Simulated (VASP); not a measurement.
Ni (fcc): the lattice constant a from VASP (plane waves, PAW) at several levels of theory. Static lattice.

```json
[
 {"level": "LDA", "lattice constant a (Å)": "3.423", "error against measurement": "-2.4 %"},
 {"level": "PBE", "lattice constant a (Å)": "3.517", "error against measurement": "+0.3 %"}
]
```

Measured: 3.508 Å at 0 K (as given by Daniel Mejia-Rodriguez et al., Physical Review B (2018), arXiv:1807.09216; static lattice: zero-point anharmonic expansion removed).

The cell of the LDA run:

```yaml
crystal:
  lattice:
    - [0.00000, 1.71136, 1.71136]
    - [1.71136, 0.00000, 1.71136]
    - [1.71136, 1.71136, 0.00000]
  atoms:
    - { symbol: Ni, position: [0.00000, 0.00000, 0.00000], spin: 0.6 }
```

Only levels that ran to the end are used. Left out are those held back, those with too coarse a band path, GW runs whose mesh misses a band edge, hybrids' fits of cells that aren't cubic and levels without matching references; a question may draw on a part of the rest.

The compound is Ni in the fcc structure.
